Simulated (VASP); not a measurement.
# What goes wrong when the gap of TiO2 (Rutile) is computed with a bad input, part 2 of 2

Aim: see how common mistakes in a band-structure run show up, on TiO2 (Rutile). The starting structure is a measured crystal structure from the Crystallography Open Database. Cell and atoms stay as given unless a step says otherwise.

VASP 6.6.1.

Results so far: reference 1.785 eV; a cutoff far too low 1.286 eV.

### 5. Bands with one electron missing

Level of this step: LDA; plane waves and PAW (Ti_sv, O) (VASP).

A slip made on purpose: one electron missing. Against step 2 the input has NELECT = 47 (also changed: NELM).

The input, INCAR:

```
SYSTEM = TiO2
PREC = Accurate
ENCUT = 460
EDIFF = 1E-06
NELM = 60
ISMEAR = 0
SIGMA = 0.03
LREAL = .FALSE.
ALGO = Normal
GGA = CA
NBANDS = 40
LORBIT = 11
LWAVE = .FALSE.
LCHARG = .FALSE.
KPAR = 8
LASPH = .TRUE.
NELECT = 47
```

The input, POSCAR:

```
TiO2
1.0
    4.5922000000      0.0000000000      0.0000000000
    0.0000000000      4.5922000000      0.0000000000
    0.0000000000      0.0000000000      2.9574000000
Ti O
2 4
Direct
    0.5000000000      0.5000000000      0.5000000000
    0.0000000000      0.0000000000      0.0000000000
    0.8049600000      0.1950400000      0.5000000000
    0.6950400000      0.6950400000      0.0000000000
    0.1950400000      0.8049600000      0.5000000000
    0.3049600000      0.3049600000      0.0000000000
```

The input, KPOINTS:

```
Automatic mesh
0
Gamma
6 6 8
0 0 0
```

The input, KPOINTS_OPT:

```
Line mode
8
Line-mode
Reciprocal
  0.00000000   0.00000000   0.00000000 GAMMA
  0.00000000   0.50000000   0.00000000 X

  0.00000000   0.50000000   0.00000000 X
  0.50000000   0.50000000   0.00000000 M

  0.50000000   0.50000000   0.00000000 M
  0.00000000   0.00000000   0.00000000 GAMMA

  0.00000000   0.00000000   0.00000000 GAMMA
  0.00000000   0.00000000   0.50000000 Z

  0.00000000   0.00000000   0.50000000 Z
  0.00000000   0.50000000   0.50000000 R

  0.00000000   0.50000000   0.50000000 R
  0.50000000   0.50000000   0.50000000 A

  0.50000000   0.50000000   0.50000000 A
  0.00000000   0.00000000   0.50000000 Z

  0.00000000   0.50000000   0.00000000 X
  0.00000000   0.50000000   0.50000000 R

  0.50000000   0.50000000   0.00000000 M
  0.50000000   0.50000000   0.50000000 A
```

Potentials, in the order of the species: Ti_sv and O (LDA family, release 64).

Command:

```console
> mpirun -np 8 vasp_std
```

Output:

```text
[... set-up lines as in an earlier step ...]
 entering main loop
       N       E                     dE             d eps       ncg     rms          rms(c)
DAV:   1     0.556388340034E+03    0.55639E+03   -0.20711E+04  4008   0.125E+03
DAV:   2    -0.552296758070E+01   -0.56191E+03   -0.51325E+03  4216   0.411E+02
DAV:   3    -0.729556935458E+02   -0.67433E+02   -0.66066E+02  5304   0.143E+02
DAV:   4    -0.768770281154E+02   -0.39213E+01   -0.39034E+01  5728   0.296E+01
DAV:   5    -0.769910458296E+02   -0.11402E+00   -0.11401E+00  4960   0.394E+00BRMIX: very serious problems
 the old and the new charge density differ
 old charge density:    48.00000 new   47.00000
BRMIX: very serious problems
 the old and the new charge density differ
 old charge density:    48.00000 new   47.00000
BRMIX: very serious problems
 the old and the new charge density differ
 old charge density:    48.00000 new   47.00000
BRMIX: very serious problems
 the old and the new charge density differ
 old charge density:    48.00000 new   47.00000
BRMIX: very serious problems
 the old and the new charge density differ
[...]
DAV:  15    -0.625918650116E+02    0.82396E-05   -0.31061E-05  5872   0.467E-02    0.106E-02
DAV:  16    -0.625918644463E+02    0.56522E-06   -0.32053E-06  3720   0.137E-02
   1 F= -.62591864E+02 E0= -.62591182E+02  d E =-.136442E-02
 Start KPOINTS_OPT (optional k-point list driver)
k-point batch [1-50\72]
       N       E                     dE             ncg
DAV:   1    -0.148032602383E+04   -0.55176E+05     4000
DAV:   2    -0.275382904286E+05   -0.26058E+05     4216
DAV:   3    -0.306544440771E+05   -0.31162E+04     5288
DAV:   4    -0.308576056013E+05   -0.20316E+03     5712
[...]
DAV:   8    -0.308638291396E+05   -0.10951E-03     4112
DAV:   9    -0.308638291455E+05   -0.58355E-05     2936
DAV:  10    -0.308638291459E+05   -0.44518E-06     2768
k-point batch [51-72\72]
       N       E                     dE             ncg
DAV:   1     0.379108742775E+05   -0.32720E+05     1760
DAV:   2     0.264203260629E+05   -0.11491E+05     1888
DAV:   3     0.250341270371E+05   -0.13862E+04     2320
DAV:   4     0.249425573805E+05   -0.91570E+02     2536
DAV:   5     0.249396770598E+05   -0.28803E+01     2096
DAV:   6     0.249396332490E+05   -0.43811E-01     2336
DAV:   7     0.249396327022E+05   -0.54685E-03     2144
DAV:   8     0.249396326922E+05   -0.99866E-05     1800
DAV:   9     0.249396326919E+05   -0.26373E-06     1280
```

Wall time 28 s (8 MPI ranks of AMD EPYC 7R43, shared host); peak memory 1.9 GiB.

OUTCAR, selected parts (step 5):

```text
  Total      -13.5938608    -13.5938608    -11.7367046      0.0000000      0.0000000      0.0000000
  in kB     -349.2221187   -349.2221187   -301.5123458      0.0000000      0.0000000      0.0000000
  external PRESSURE =    -333.3188611 kB  Pullay stress =       0.0000000 kB

 POSITION                                       TOTAL-FORCE (eV/Angst)
 -----------------------------------------------------------------------------------
      2.29610      2.29610      1.47870         0.000000      0.000000      0.000000
      0.00000      0.00000      0.00000         0.000000      0.000000      0.000000
      3.69654      0.89566      1.47870        -0.268807      0.268807      0.000000
      3.19176      3.19176      0.00000         0.268807      0.268807      0.000000
      0.89566      3.69654      1.47870         0.268807     -0.268807      0.000000
      1.40044      1.40044      0.00000        -0.268807     -0.268807     -0.000000
 -----------------------------------------------------------------------------------
    total drift:                                0.000000     -0.000000     -0.000000

  FREE ENERGIE OF THE ION-ELECTRON SYSTEM (eV)
  ---------------------------------------------------
  free  energy   TOTEN  =       -62.5918644463 eV

  energy  without entropy=      -62.5905000224  energy(sigma->0) =      -62.59118223

[... 2 parts as in an earlier step ...]

[... 1 further part left out ...]
[key lines of the parts left out:]
E-fermi :   3.4289
```

With one electron missing there is no gap to read, since by its occupations the run counts as a metal (its levels may still leave one).

### 6. Bands with a wide metal-type smearing

A slip made on purpose: a wide metal-type smearing. Against step 2 the input has ISMEAR = 1 and SIGMA = 1 (also changed: NELM).

Changes to INCAR since step 5:

```diff
@@ -5,4 +5,4 @@
 NELM = 60
-ISMEAR = 0
-SIGMA = 0.03
+ISMEAR = 1
+SIGMA = 1
 LREAL = .FALSE.
@@ -16,2 +16 @@
 LASPH = .TRUE.
-NELECT = 47
```

POSCAR is that of step 5.

KPOINTS is that of step 5.

KPOINTS_OPT is that of step 5.

Command:

```console
> mpirun -np 8 vasp_std
```

Output:

```text
[... set-up lines as in an earlier step ...]
 entering main loop
       N       E                     dE             d eps       ncg     rms          rms(c)
DAV:   1     0.577128669171E+03    0.57713E+03   -0.21420E+04  4008   0.130E+03
DAV:   2    -0.110111965422E+01   -0.57823E+03   -0.52579E+03  4216   0.419E+02
DAV:   3    -0.715148149925E+02   -0.70414E+02   -0.69301E+02  5304   0.148E+02
DAV:   4    -0.754795895541E+02   -0.39648E+01   -0.39486E+01  5728   0.301E+01
[...]
DAV:  17    -0.586510887752E+02    0.44682E-05   -0.33877E-06  4392   0.179E-02    0.127E-02
DAV:  18    -0.586510860509E+02    0.27243E-05   -0.15071E-06  3496   0.172E-02    0.392E-03
DAV:  19    -0.586510860823E+02   -0.31416E-07   -0.20314E-06  2848   0.707E-03
   1 F= -.58651086E+02 E0= -.58750393E+02  d E =0.297920E+00
 Start KPOINTS_OPT (optional k-point list driver)
k-point batch [1-50\72]
       N       E                     dE             ncg
DAV:   1     0.186737325666E+03   -0.55259E+05     4000
DAV:   2    -0.266378813990E+05   -0.26825E+05     4200
DAV:   3    -0.298803320659E+05   -0.32425E+04     5288
DAV:   4    -0.300876759998E+05   -0.20734E+03     5728
[...]
DAV:   8    -0.300938128285E+05   -0.11383E-03     4200
DAV:   9    -0.300938128345E+05   -0.59969E-05     2872
DAV:  10    -0.300938128350E+05   -0.45767E-06     2784
k-point batch [51-72\72]
       N       E                     dE             ncg
DAV:   1     0.398726183672E+05   -0.33001E+05     1760
DAV:   2     0.280487646326E+05   -0.11824E+05     1856
DAV:   3     0.265982831802E+05   -0.14505E+04     2288
DAV:   4     0.265027853606E+05   -0.95498E+02     2560
DAV:   5     0.264999345765E+05   -0.28508E+01     2080
DAV:   6     0.264998912797E+05   -0.43297E-01     2344
DAV:   7     0.264998905982E+05   -0.68150E-03     2080
DAV:   8     0.264998905867E+05   -0.11466E-04     1840
DAV:   9     0.264998905863E+05   -0.37789E-06     1184
```

It took 33 s on 8 MPI ranks; peak memory 1.8 GiB.

Parts of OUTCAR (step 6):

```text
  Total       -2.8742196     -2.8742196     -3.8514137     -0.0000000      0.0000000      0.0000000
  in kB      -73.8378223    -73.8378223    -98.9416373     -0.0000000      0.0000000      0.0000000
  external PRESSURE =     -82.2057606 kB  Pullay stress =       0.0000000 kB

 POSITION                                       TOTAL-FORCE (eV/Angst)
 -----------------------------------------------------------------------------------
      2.29610      2.29610      1.47870         0.000000      0.000000      0.000000
      0.00000      0.00000      0.00000         0.000000      0.000000      0.000000
      3.69654      0.89566      1.47870        -0.030669      0.030669      0.000000
      3.19176      3.19176      0.00000         0.030669      0.030669      0.000000
      0.89566      3.69654      1.47870         0.030669     -0.030669      0.000000
      1.40044      1.40044      0.00000        -0.030669     -0.030669     -0.000000
 -----------------------------------------------------------------------------------
    total drift:                                0.000000     -0.000000     -0.000000

  FREE ENERGIE OF THE ION-ELECTRON SYSTEM (eV)
  ---------------------------------------------------
  free  energy   TOTEN  =       -58.6510860823 eV

  energy  without entropy=      -58.9490063993  energy(sigma->0) =      -58.75039285

[... 2 parts as in an earlier step ...]

[... 1 further part left out ...]
[key lines of the parts left out:]
E-fermi :   4.5385
```

With a wide metal-type smearing there is no gap to read, since by its occupations the run counts as a metal (its levels may still leave one).

### 7. The runs compared

| run | ended | gap (eV) | change (eV) | core minutes |
| --- | --- | --- | --- | --- |
| reference | converged | 1.785 | - | 6.67 |
| too few electronic steps | not converged | - | - | 1.49 |
| a cutoff far too low | converged | 1.286 | -0.498 | 1.04 |
| one electron missing | converged | none | - | 3.73 |
| a wide metal-type smearing | converged | none | - | 4.4 |

Core minutes are wall time times ranks of the run shown, on a shared host.

### 8. Results

```
reference gap                       : 1.785 eV
gap with a cutoff far too low       : 1.286 eV
gap with one electron missing       : none to read from the occupations
gap with a wide metal-type smearing : none to read from the occupations
run with too few electronic steps   : not converged
```

What this shows: The run with too few electronic steps didn't converge. Finished, but with signs in the output that stand out against the reference: a cutoff far too low, with the gap changed by -0.50 eV (signs: a stress of up to 292.0 GPa and forces of up to 0.60 eV/Å); one electron missing, with no gap to read, since by its occupations the run counts as a metal (its levels may still leave one) (signs: a warning on the charge density, a stress of up to 34.9 GPa and forces of up to 0.38 eV/Å); a wide metal-type smearing, with no gap to read, since by its occupations the run counts as a metal (its levels may still leave one) (signs: a large entropy term in the energy and forces of up to 0.04 eV/Å). Further runs on this material are not shown.

[Lines on the potential files, build, host, timing and source positions are cut from VASP's logs without a mark.]

[Logs are printed without paths, hosts, clocks, repeated set-up lines and the standing remarks that a program may print on its own settings, such as how far it seeks lower states.]

[Hosts, paths, dates, database ids (printed as entryN), source tags and the programs' standing remarks are cut or masked in the printed files.]
